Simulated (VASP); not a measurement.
Output of a VASP run:

**OUTCAR**
```
 ion  position               nearest neighbor table
   1  0.000  0.000  0.000-   2 2.82   2 2.82   2 2.82   2 2.82   2 2.82   2 2.82
   2  0.500  0.500  0.500-   1 2.82   1 2.82   1 2.82   1 2.82   1 2.82   1 2.82
  LATTYP: Found a face centered cubic cell.
 ALAT       =     5.6338375366
 Subroutine PRICEL returns:
 Original cell was already a primitive cell.
 Subroutine GETGRP returns: Found 48 space group operations
The static configuration has the point symmetry O_h .
The dynamic configuration has the point symmetry O_h .
 Subroutine INISYM returns: Found 48 space group operations
 Subroutine IBZKPT returns following result:
 Found     29 irreducible k-points:

 Following reciprocal coordinates:
            Coordinates               Weight
  0.000000  0.000000  0.000000      1.000000
  0.125000  0.000000  0.000000      8.000000
  0.250000  0.000000  0.000000      8.000000
  0.375000  0.000000  0.000000      8.000000
  0.500000  0.000000  0.000000      4.000000
  0.125000  0.125000  0.000000      6.000000
  0.250000  0.125000  0.000000     24.000000
  0.375000  0.125000  0.000000     24.000000
  0.500000  0.125000  0.000000     24.000000
 -0.375000  0.125000  0.000000     24.000000
 -0.250000  0.125000  0.000000     24.000000
 -0.125000  0.125000  0.000000     12.000000
  0.250000  0.250000  0.000000      6.000000
  0.375000  0.250000  0.000000     24.000000
  0.500000  0.250000  0.000000     24.000000
 -0.375000  0.250000  0.000000     24.000000
 -0.250000  0.250000  0.000000     12.000000
  0.375000  0.375000  0.000000      6.000000
  0.500000  0.375000  0.000000     24.000000
 -0.375000  0.375000  0.000000     12.000000
  0.500000  0.500000  0.000000      3.000000
  0.375000  0.250000  0.125000     24.000000
  0.500000  0.250000  0.125000     48.000000
 -0.375000  0.250000  0.125000     24.000000
  0.500000  0.375000  0.125000     24.000000
 -0.375000  0.375000  0.125000     48.000000
 -0.250000  0.375000  0.125000     24.000000
 -0.375000  0.500000  0.125000     12.000000
 -0.250000  0.500000  0.250000      6.000000
   k-points           NKPTS =     29   k-points in BZ     NKDIM =     29   number of bands    NBANDS=     12
   number of dos      NEDOS =    301   number of ions     NIONS =      2
   total plane-waves  NPLWV =  27000
   dimension x,y,z NGX =    30 NGY =   30 NGZ =   30
   dimension x,y,z NGXF=    60 NGYF=   60 NGZF=   60
   ions per type =               1   1
   PREC   = accura    normal or accurate (medium, high low for compatibility)
   ISTART =      0    job   : 0-new  1-cont  2-samecut
   ICHARG =      2    charge: 1-file 2-atom 10-const
   ISPIN  =      1    spin polarized calculation?
   LNONCOLLINEAR =      F non collinear calculations
   LSORBIT =      F    spin-orbit coupling
   INIWAV =      1    electr: 0-lowe 1-rand  2-diag
   ENCUT  =  500.0 eV  36.75 Ry    6.06 a.u.   7.26  7.26  7.26*2*pi/ulx,y,z
   NELM   =    100;   NELMIN=  2; NELMDL= -5     # of ELM steps
   EDIFF  = 0.1E-05   stopping-criterion for ELM
   LREAL  =      F    real-space projection
   NLSPLINE    = F    spline interpolate recip. space projectors
   LMAXMIX     =    2 max onsite mixed and CHGCAR
   VOSKOWN=      0    Vosko Wilk Nusair interpolation
   EDIFFG = -.2E-01   stopping-criterion for IOM
   NSW    =     40    number of steps for IOM
   NBLOCK =      1;   KBLOCK =     40    inner block; outer block
   IBRION =      2    ionic relax: 0-MD 1-quasi-New 2-CG
   NFREE  =      1    steps in history (QN), initial steepest desc. (CG)
   ISIF   =      3    stress and relaxation
   ISYM   =      2    0-nonsym 1-usesym 2-fastsym
   TEIN   =    0.0    initial temperature
   TEBEG  =    0.0;   TEEND  =   0.0 temperature during run
   SMASS  =  -3.00    Nose mass-parameter (am)
   PSTRESS=  200.0 pullay stress
   NELECT =      16.0000    total number of electrons
   EFERMI =   0.00;   METHOD = LEGACY
   ISMEAR =     0;   SIGMA  =   0.05  broadening in eV -4-tet -1-fermi 0-gaus
   IALGO  =     38    algorithm
...
```

**OSZICAR**
```
       N       E                     dE             d eps       ncg     rms          rms(c)
DAV:   1     0.111822365518E+03    0.11182E+03   -0.76684E+03   704   0.123E+03
DAV:   2    -0.873832104787E+00   -0.11270E+03   -0.10156E+03   848   0.305E+02
DAV:   3    -0.716452136434E+01   -0.62907E+01   -0.62558E+01   900   0.641E+01
DAV:   4    -0.737421846980E+01   -0.20970E+00   -0.20945E+00  1164   0.122E+01
DAV:   5    -0.737730996238E+01   -0.30915E-02   -0.30911E-02   916   0.133E+00    0.701E+00
DAV:   6    -0.713875946482E+01    0.23855E+00   -0.44557E-01   848   0.459E+00    0.527E+00
DAV:   7    -0.711631702287E+01    0.22442E-01   -0.12073E-01   968   0.239E+00    0.245E+00
DAV:   8    -0.711592606987E+01    0.39095E-03   -0.14163E-02   884   0.122E+00    0.254E-01
DAV:   9    -0.711585784566E+01    0.68224E-04   -0.51163E-04   936   0.209E-01    0.756E-02
DAV:  10    -0.711590260821E+01   -0.44763E-04   -0.90268E-05   940   0.750E-02    0.243E-02
DAV:  11    -0.711589975557E+01    0.28526E-05   -0.12846E-05   900   0.330E-02    0.573E-03
DAV:  12    -0.711589986231E+01   -0.10674E-06   -0.14912E-06   640   0.136E-02
   1 F= -.15354093E+01 E0= -.15354093E+01  d E =-.153541E+01
       N       E                     dE             d eps       ncg     rms          rms(c)
DAV:   1    -0.104126285204E+02   -0.32967E+01   -0.10705E+02   864   0.121E+02    0.199E+01
DAV:   2    -0.683550208332E+01    0.35771E+01   -0.72840E+00   760   0.307E+01    0.525E+00
DAV:   3    -0.607753359750E+01    0.75797E+00   -0.25740E+00  1228   0.154E+01    0.301E+00
DAV:   4    -0.608732079068E+01   -0.97872E-02   -0.12037E-01  1172   0.221E+00    0.188E+00
DAV:   5    -0.610424129546E+01   -0.16921E-01   -0.35063E-02  1100   0.699E-01    0.351E-01
DAV:   6    -0.610587252461E+01   -0.16312E-02   -0.16511E-03  1096   0.321E-01    0.136E-01
DAV:   7    -0.610595045286E+01   -0.77928E-04   -0.17923E-04  1112   0.149E-01    0.194E-02
DAV:   8    -0.610595120051E+01   -0.74765E-06   -0.13940E-05  1192   0.295E-02    0.110E-02
DAV:   9    -0.610595092387E+01    0.27664E-06   -0.59544E-07   592   0.931E-03
   2 F= -.15790354E+01 E0= -.15790354E+01  d E =-.436262E-01
       N       E                     dE             d eps       ncg     rms          rms(c)
DAV:   1    -0.746152599794E+01   -0.13556E+01   -0.19952E+01   828   0.527E+01    0.618E+00
DAV:   2    -0.684944071604E+01    0.61209E+00   -0.17479E+00   956   0.131E+01    0.332E+00
DAV:   3    -0.667925630515E+01    0.17018E+00   -0.42861E-01  1256   0.638E+00    0.286E+00
DAV:   4    -0.667926758280E+01   -0.11278E-04   -0.20165E-02  1180   0.890E-01    0.130E+00
DAV:   5    -0.668065884294E+01   -0.13913E-02   -0.20006E-02  1156   0.860E-01    0.231E-01
DAV:   6    -0.668052368549E+01    0.13516E-03   -0.33758E-04   900   0.178E-01    0.114E-01
DAV:   7    -0.668051100947E+01    0.12676E-04   -0.11903E-04  1148   0.868E-02    0.364E-02
DAV:   8    -0.668051035235E+01    0.65712E-06   -0.33461E-06   884   0.204E-02
   3 F= -.17021300E+01 E0= -.17021300E+01  d E =-.166721E+00
```

**OUTCAR**
```
------------------------ aborting loop because EDIFF is reached ----------------------------------------
  FORCE on cell =-STRESS in cart. coord.  units (eV):
  Direction    XX          YY          ZZ          XY          YZ          ZX
  --------------------------------------------------------------------------------------
  Total        4.9423678      4.9423678      4.9423678     -0.0000000     -0.0000000      0.0000000
  in kB      198.5532390    198.5532390    198.5532390     -0.0000000     -0.0000000      0.0000000
  external PRESSURE =      -1.4467610 kB  Pullay stress =     200.0000000 kB
  volume of cell :       39.88
      direct lattice vectors                 reciprocal lattice vectors
     0.000000000  2.711728609  2.711728609    -0.184384233  0.184384233  0.184384233
     2.711728609 -0.000000000  2.711728609     0.184384233 -0.184384233  0.184384233
     2.711728609  2.711728609  0.000000000     0.184384233  0.184384233 -0.184384233
  FREE ENERGIE OF THE ION-ELECTRON SYSTEM (eV)
  ---------------------------------------------------
  free  energy   TOTEN  =        -6.6805103524 eV

  energy  without entropy=       -6.6805103524  energy(sigma->0) =       -6.68051035
  enthalpy is  TOTEN    =        -1.7021299549 eV   P V=        4.9783803975

 reached required accuracy - stopping structural energy minimisation
```
(Selected blocks of OUTCAR.)

POSCAR:
```
KCl
1
    0.0000000000     2.8169187683     2.8169187683
    2.8169187683     0.0000000000     2.8169187683
    2.8169187683     2.8169187683     0.0000000000
K Cl
1 1
Direct
  0.0000000000   0.0000000000   0.0000000000
  0.5000000000   0.5000000000   0.5000000000
```

Task: Reconstruct the remaining input files.

Result: One answer among several that fit: the input of the run itself, LDA (Ceperley-Alder, Perdew-Zunger), plane waves, VASP's LDA PAW potentials (set 64).

### INCAR
```
ALGO=Normal
EDIFF=1E-6
EDIFFG=-0.02
ENCUT=500
IBRION=2
ISIF=3
ISMEAR=0
LASPH=.TRUE.
LCHARG=.FALSE.
LREAL=.FALSE.
LWAVE=.FALSE.
NELM=100
NSW=40
PREC=Accurate
PSTRESS=200
SIGMA=0.05
SYSTEM=KCl
```

### KPOINTS
```
Automatic
0
G
8 8 8
```

POTCAR, in this order: K_sv Cl (LDA.64 set). Program: vasp_std.

Energy and stress use the plane-wave basis of the starting cell.

The compound is KCl in the rock salt structure. This run relaxes it under an external pressure of 20 GPa. Symmetry was kept, so distortions that lower it aren't found.
